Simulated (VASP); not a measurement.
Level of theory: vdW-DF-cx, VASP's PBE PAW potentials (set 64) (plane waves; VASP).

The input files of a VASP run:

File POSCAR:
```
RuAl
1
    2.9827916966    -0.0000000000     0.0000000000
    0.0000000000     2.9827916966     0.0000000000
   -0.0000000000    -0.0000000000     2.9827916966
Al Ru
1 1
Direct
  0.5000000000   0.5000000000   0.5000000000
  0.0000000000   0.0000000000   0.0000000000
```

**KPOINTS**
```
K-points
0
Gamma
 14 14 14
0 0 0
```

### INCAR
```
SYSTEM=RuAl
PREC=Accurate; ENCUT=520; LREAL=.False.
LASPH=.True.
EDIFF=1E-7; NELM=100; ALGO=Normal
LMAXMIX=4
ISMEAR=-5
GGA=CX; LUSE_VDW=.True.; AGGAC=0.0
ISIF=2
LWAVE=.False.; LCHARG=.True.; LORBIT=11
NEDOS=601
```

POTCAR, in this order: Al Ru_pv (PBE.64 set). Program: vasp_std.

Q: Estimate the energy per atom (σ→0), band gap (on the k-mesh).

A: 
```
Quantity                                                     Value
------------------------  ----------------------------------------
energy per atom (σ→0)                               -5.245 eV/atom
band gap (on the k-mesh)  none (metal, semimetal or under 0.01 eV)
```

**OSZICAR**
```
...
DAV:   7    -0.105070891447E+02    0.72115E-01   -0.29393E-01  3056   0.650E+00    0.223E+00
DAV:   8    -0.104907968581E+02    0.16292E-01   -0.17518E-02  3132   0.141E+00    0.188E-01
DAV:   9    -0.104906191590E+02    0.17770E-03   -0.34614E-04  3380   0.177E-01    0.125E-01
DAV:  10    -0.104906175012E+02    0.16578E-05   -0.27585E-05  3676   0.658E-02    0.109E-02
DAV:  11    -0.104906151935E+02    0.23077E-05   -0.25017E-06  3384   0.200E-02    0.447E-03
DAV:  12    -0.104906152959E+02   -0.10238E-06   -0.13800E-07  2336   0.362E-03    0.489E-04
DAV:  13    -0.104906153318E+02   -0.35919E-07   -0.70809E-09  1544   0.812E-04
   1 F= -.10490615E+02 E0= -.10490615E+02  d E =0.000000E+00
```

The compound is RuAl in the CsCl type structure. It was relaxed first. The electron count is odd and the run is not spin-polarised, which forces a metal.
